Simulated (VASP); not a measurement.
Method: r2SCAN meta-GGA, VASP's PBE PAW potentials (set 64) (plane waves; VASP).

VASP input:

**INCAR**
```
SYSTEM=C
PREC=Accurate; ENCUT=620; LREAL=.False.
LASPH=.True.
EDIFF=1E-6; NELM=100; ALGO=Normal
LMIXTAU=.True.
ISMEAR=0; SIGMA=0.05
METAGGA=R2SCAN
IBRION=2; NSW=40; ISIF=3
EDIFFG=-0.02; PSTRESS=50
LWAVE=.False.; LCHARG=.False.
```

**KPOINTS**
```
Automatic mesh
0
Gamma
10 10 3
0 0 0
```

File POSCAR:
```
C
1.0
  1.2281820414  -2.1272732057   0.0000000000
  1.2281820414   2.1272732057   0.0000000000
  0.0000000000   0.0000000000   6.9576340777
C
4
direct
  0.0000000000   0.0000000000   0.2500000000
  0.0000000000   0.0000000000   0.7500000000
  0.3333330000   0.6666670000   0.2500000000
  0.6666670000   0.3333330000   0.7500000000
```

POTCAR, in this order: C (PBE.64 set). Program: vasp_std.

Energy and stress use the plane-wave basis of the starting cell.

Q: Estimate the energy per atom (σ→0), volume per atom.

A: 
energy per atom (σ→0): -9.933 eV/atom
volume per atom: 8.18 Å^3/atom

OSZICAR:
```
...
DAV:   1    -0.397323244025E+02    0.41565E-02   -0.11681E-02   720   0.114E+00    0.868E-02
DAV:   2    -0.397322334317E+02    0.90971E-04   -0.25813E-04   796   0.168E-01    0.614E-02
DAV:   3    -0.397320884196E+02    0.14501E-03   -0.50081E-04   676   0.239E-01    0.581E-03
DAV:   4    -0.397323865485E+02   -0.29813E-03   -0.13764E-04   672   0.144E-01    0.739E-03
DAV:   5    -0.397323929295E+02   -0.63810E-05   -0.10113E-05   748   0.360E-02    0.200E-03
DAV:   6    -0.397324009988E+02   -0.80693E-05   -0.28094E-06   648   0.222E-02    0.734E-04
DAV:   7    -0.397324006749E+02    0.32386E-06   -0.32012E-07   444   0.714E-03
  11 F= -.38711409E+02 E0= -.38711409E+02  d E =-.334157E-04
```

The compound is C in the graphite structure. This run relaxes it under an external pressure of 5 GPa. Symmetry was kept, so distortions that lower it aren't found.
